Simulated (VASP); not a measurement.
# Band-edge properties of SiW (Fm-3m), part 3 of 3

The runs below take SiW at its given cell and follow the band edges through several levels. The cell is generated by rule, not measured, and may not be a known phase.

VASP 6.6.1, plane waves and PAW; the level of theory is named at each step.

Still holding for the runs below: The k-mesh is coarse for a metal.

So far. Step 3 (Bands on a dense mesh): At -29.5 GPa the cell is away from the equilibrium volume of this level: left free, it would shrink. Step 5 (Orbitals for bands with HSE06): The run ends at a pressure of -29.89 GPa.

The structure was built from a prototype and need not be the compound's stable phase.

## 6. Bands with HSE06

This step: HSE06; plane waves and PAW (W, Si); invented cell (VASP 6.6.1).

A quarter of screened exact exchange corrects much of the semilocal gap error; its cost forces a coarser mesh.

INCAR reads:

```
SYSTEM = SiW
PREC = Accurate
ENCUT = 400
EDIFF = 1E-06
NELM = 100
ISMEAR = 0
SIGMA = 0.02
LREAL = .FALSE.
ALGO = Normal
LHFCALC = .TRUE.
AEXX = 0.25
GGA = PE
HFSCREEN = 0.2
LASPH = .TRUE.
NBANDS = 11
PRECFOCK = Fast
LORBIT = 11
LWAVE = .FALSE.
LCHARG = .FALSE.
KPAR = 4
ISIF = 2
```

POSCAR reads:

```
SiW
1.0
    0.0000000000      2.7600000000      2.7600000000
    2.7600000000      0.0000000000      2.7600000000
    2.7600000000      2.7600000000      0.0000000000
W Si
1 1
Direct
    0.0000000000      0.0000000000      0.0000000000
    0.5000000000      0.5000000000      0.5000000000
```

KPOINTS reads:

```
Automatic mesh
0
Gamma
4 4 4
0 0 0
```

KPOINTS_OPT reads:

```
Line mode
8
Line-mode
Reciprocal
  0.00000000   0.00000000   0.00000000 GAMMA
  0.50000000   0.00000000   0.50000000 X

  0.50000000   0.00000000   0.50000000 X
  0.50000000   0.25000000   0.75000000 W

  0.50000000   0.25000000   0.75000000 W
  0.37500000   0.37500000   0.75000000 K

  0.37500000   0.37500000   0.75000000 K
  0.00000000   0.00000000   0.00000000 GAMMA

  0.00000000   0.00000000   0.00000000 GAMMA
  0.50000000   0.50000000   0.50000000 L

  0.50000000   0.50000000   0.50000000 L
  0.62500000   0.25000000   0.62500000 U

  0.62500000   0.25000000   0.62500000 U
  0.50000000   0.25000000   0.75000000 W

  0.50000000   0.25000000   0.75000000 W
  0.50000000   0.50000000   0.50000000 L

  0.50000000   0.50000000   0.50000000 L
  0.37500000   0.37500000   0.75000000 K

  0.62500000   0.25000000   0.62500000 U
  0.50000000   0.00000000   0.50000000 X
```

PAW data sets: W and Si (PBE family, release 64).

The WAVECAR or CHGCAR of an earlier step is read.

Started as:

```sh
> mpirun -np 4 vasp_std
```

Log:

```text
[banner, memory and clock lines left out]
running    4 mpi-ranks, on    1 nodes
[...]
LDA part: xc-table for (Slater+PW92), standard interpolation
 found WAVECAR, reading the header
 POSCAR, INCAR and KPOINTS ok, starting setup
[...]
reading WAVECAR
 the WAVECAR file was read successfully
 initial charge from wavefunction
 entering main loop
       N       E                     dE             d eps       ncg     rms          rms(c)
DAV:   1    -0.184853413450E+02   -0.18485E+02   -0.79163E-01   179   0.104E+01    0.534E+00
DAV:   2    -0.184820822659E+02    0.32591E-02   -0.17569E-02   182   0.901E-01    0.315E+00
DAV:   3    -0.184808551643E+02    0.12271E-02   -0.51723E-03   193   0.404E-01    0.177E+00
DAV:   4    -0.184804364264E+02    0.41874E-03   -0.51907E-04   179   0.126E-01    0.104E+00
DAV:   5    -0.184803119986E+02    0.12443E-03   -0.29233E-04   182   0.756E-02    0.619E-01
DAV:   6    -0.184803015712E+02    0.10427E-04   -0.52805E-05   185   0.397E-02    0.356E-01
DAV:   7    -0.184802969329E+02    0.46383E-05   -0.10509E-05   202   0.215E-02    0.203E-01
DAV:   8    -0.184802973347E+02   -0.40171E-06   -0.24871E-06   143   0.916E-03
   1 F= -.18480297E+02 E0= -.18479333E+02  d E =-.192828E-02
 Start KPOINTS_OPT (optional k-point list driver)
k-point batch [1-8\80]
       N       E                     dE             ncg
DAV:   1     0.384885397166E+03   -0.66123E+03      176
DAV:   2     0.143570110667E+03   -0.24132E+03      238
DAV:   3     0.126249489394E+03   -0.17321E+02      203
DAV:   4     0.126019796318E+03   -0.22969E+00      209
DAV:   5     0.126017785425E+03   -0.20109E-02      212
DAV:   6     0.126017764883E+03   -0.20543E-04      209
DAV:   7     0.126017764615E+03   -0.26738E-06      179
k-point batch [9-16\80]
|                     _     ____    _    _    _____     _                     |
|                    | |   |  _ \  | |  | |  / ____|   | |                    |
|                    | |   | |_) | | |  | | | |  __    | |                    |
|                    |_|   |  _ <  | |  | | | | |_ |   |_|                    |
|                     _    | |_) | | |__| | | |__| |    _                     |
|                    (_)   |____/   \____/   \_____|   (_)                    |
|                                                                             |
|                                                                             |
|     internal error in CHECK_GEN_LAYOUT: G-vectors changed at ik:14 old:     |
|     752 new: 751                                                            |
|                                                                             |
|     If you are not a developer, you should not encounter this problem.      |
|     Please submit a bug report.                                             |
|                                                                             |

|                     _     ____    _    _    _____     _                     |
|                    | |   |  _ \  | |  | |  / ____|   | |                    |
|                    | |   | |_) | | |  | | | |  __    | |                    |
|                    |_|   |  _ <  | |  | | | | |_ |   |_|                    |
|                     _    | |_) | | |__| | | |__| |    _                     |
|                    (_)   |____/   \____/   \_____|   (_)                    |
|                                                                             |
|                                                                             |
|     internal error in CHECK_GEN_LAYOUT: G-vectors changed at ik:14 old:     |
|     752 new: 751                                                            |
|                                                                             |
|     If you are not a developer, you should not encounter this problem.      |
|     Please submit a bug report.                                             |
|                                                                             |

|                     _     ____    _    _    _____     _                     |
|                    | |   |  _ \  | |  | |  / ____|   | |                    |
|                    | |   | |_) | | |  | | | |  __    | |                    |
|                    |_|   |  _ <  | |  | | | | |_ |   |_|                    |
|                     _    | |_) | | |__| | | |__| |    _                     |
|                    (_)   |____/   \____/   \_____|   (_)                    |
|                                                                             |
|                                                                             |
|     internal error in CHECK_GEN_LAYOUT: G-vectors changed at ik:14 old:     |
|     752 new: 751                                                            |
|                                                                             |
|     If you are not a developer, you should not encounter this problem.      |
|     Please submit a bug report.                                             |
|                                                                             |

|                     _     ____    _    _    _____     _                     |
|                    | |   |  _ \  | |  | |  / ____|   | |                    |
|                    | |   | |_) | | |  | | | |  __    | |                    |
|                    |_|   |  _ <  | |  | | | | |_ |   |_|                    |
|                     _    | |_) | | |__| | | |__| |    _                     |
|                    (_)   |____/   \____/   \_____|   (_)                    |
|                                                                             |
|                                                                             |
|     internal error in CHECK_GEN_LAYOUT: G-vectors changed at ik:14 old:     |
|     752 new: 751                                                            |
|                                                                             |
|     If you are not a developer, you should not encounter this problem.      |
|     Please submit a bug report.                                             |
|                                                                             |

1
1
1
1
```

Wall time 29 s (4 MPI ranks of AMD EPYC 7R43, shared host).

The run ended with an error.

VASP's message: “internal error in CHECK_GEN_LAYOUT: G-vectors changed at ik:14 old: 752 new: 751”. No number of this run is used.

## 7. Bands with HSE06 (run 2)

INCAR is that of step 6.

POSCAR is that of step 6.

KPOINTS is that of step 6.

Started as:

```sh
> mpirun -np 4 vasp_std
```

Log:

```text
[... set-up lines as in an earlier step ...]
 entering main loop
       N       E                     dE             d eps       ncg     rms          rms(c)
[... 8 cycles as in an earlier step ...]
   1 F= -.18480297E+02 E0= -.18479333E+02  d E =-.192828E-02
```

It took 18 s on 4 MPI ranks; peak memory 0.83 GiB; 68 s of CPU time.

Parts of OUTCAR (step 7):

```text
  Total       -9.2841716     -9.2841716     -9.2841716      0.0000000      0.0000000      0.0000000
  in kB     -353.7500430   -353.7500430   -353.7500430      0.0000000      0.0000000      0.0000000
  external PRESSURE =    -353.7500430 kB  Pullay stress =       0.0000000 kB

 POSITION                                       TOTAL-FORCE (eV/Angst)
 -----------------------------------------------------------------------------------
      0.00000      0.00000      0.00000        -0.000000      0.000000     -0.000000
      2.76000      2.76000      2.76000         0.000000     -0.000000      0.000000
 -----------------------------------------------------------------------------------
    total drift:                                0.000000      0.000001      0.000001

  FREE ENERGIE OF THE ION-ELECTRON SYSTEM (eV)
  ---------------------------------------------------
  free  energy   TOTEN  =       -18.4802973347 eV

  energy  without entropy=      -18.4783690557  energy(sigma->0) =      -18.47933320

[... 1 part as in an earlier step ...]

[... 2 further parts left out ...]
[key lines of the parts left out:]
E-fermi :   5.1007
```

The k-mesh is coarse for exact exchange; in a metal the Fermi energy and the levels can shift by several tenths of an eV on a finer one. This run has no path, so its gap is read on the mesh alone, an upper bound where the band edges lie off the mesh. The PAW data sets were made with PBE, which is usual practice but a small mismatch for other functionals.

This step gave:

| Property | Result |
| --- | --- |
| SCF cycles | 8 |
| free energy (TOTEN) | -18.48 eV |
| energy at zero smearing | -18.48 eV |
| Fermi energy | 5.101 eV |
| pressure | -35.38 GPa |

## 8. Outcome

```yaml
gap_pbe: none
gap_with_spin_orbit_coupling: none
gap_hse06_without_spin_orbit_coupling: none
```

What this shows: At this level the bands overlap or touch. Masses were not obtained, since there is no gap at this level. The strain response was not obtained, since there is no gap at this level.

[Lines on the potential files, build, host, timing and source positions are cut from VASP's logs without a mark.]

[Logs are printed without paths, hosts, clocks, repeated set-up lines and the standing remarks that a program may print on its own settings, such as how far it seeks lower states.]

[Hosts, paths, dates, database ids (printed as entryN), source tags and the programs' standing remarks are cut or masked in the printed files.]

[In band tables of VASP the shares of atoms and orbitals are scaled to a sum of 1 inside the atoms' spheres.]

[Gaps and slopes under strain along one axis are those of the sampled path and mesh points; where strain splits equal valleys, another of them can be the edge.]
